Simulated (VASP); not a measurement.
A cell of PtS2 (1T layered) near equilibrium:

```xyz
3
Lattice="1.7730 -3.0710 0.0000 1.7730 3.0710 0.0000 0.0000 0.0000 5.6038" Properties=species:S:1:pos:R:3 pbc="T T T"
Pt     0.0000     0.0000     0.0000
S      1.7730     1.0237     1.2340
S      1.7730    -1.0237     4.3698
```

These are r2SCAN meta-GGA, VASP's PBE PAW potentials (set 64) (plane waves; VASP 6.6.1) values and carry that method's errors.

```json
[
 {"run": "as it is", "ΔE (meV/atom)": "0.0", "σxx": "0.11", "σyy": "0.11", "σzz": "-0.02", "largest shear component, with its sign (GPa)": "0.00", "largest force (eV/Å)": "0.001"},
 {"run": "after one change", "ΔE (meV/atom)": "64.9", "σxx": "2.04", "σyy": "1.04", "σzz": "1.52", "largest shear component, with its sign (GPa)": "-6.73", "largest force (eV/Å)": "2.031"}
]
```
Stress is in GPa, positive when the cell is compressed.

Name the change that produced these shifts.
(A) isotropic strain of -2.0 %
(B) atom 1 (Pt) moved by 0.075 Å along y
(C) atom 2 (S) moved by -0.025 Å along y
(D) atom 3 (S) moved by -0.200 Å along x

D, atom 3 (S) moved by -0.200 Å along x

The compound is PtS2 in the 1T layered structure.
